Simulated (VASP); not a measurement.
Input:

```yaml
crystal:
  lattice:
    - [0.00000, 2.91885, 2.91885]
    - [2.91885, 0.00000, 2.91885]
    - [2.91885, 2.91885, 0.00000]
  atoms:
    - { symbol: Na, position: [0.00000, 0.00000, 0.00000] }
    - { symbol: Cl, position: [0.50000, 0.50000, 0.50000] }
```

These are RPBE GGA, VASP's PBE PAW potentials (set 64) (plane waves; VASP 6.6.1) values and carry that method's errors. Settings: 520 eV cut-off, 7×7×7 Γ-centred mesh, Gaussian smearing of 0.050 eV, potentials Na_pv Cl.

**Question.** Estimate the energy per atom (σ→0), band gap (on the k-mesh) with the smallest direct gap where there is one.

**Answer.** 
The band gap (on the k-mesh) is 5.06 eV and the smallest direct gap (on the k-mesh) comes out as 5.06 eV. The energy per atom (σ→0) comes out as -3232 meV/atom.

Total energies compare only between runs with the same potentials, cut-off and functional.

The compound is NaCl in the rock salt structure. It was relaxed first, which changed the volume by +11 %. The start is the result of an earlier pass.
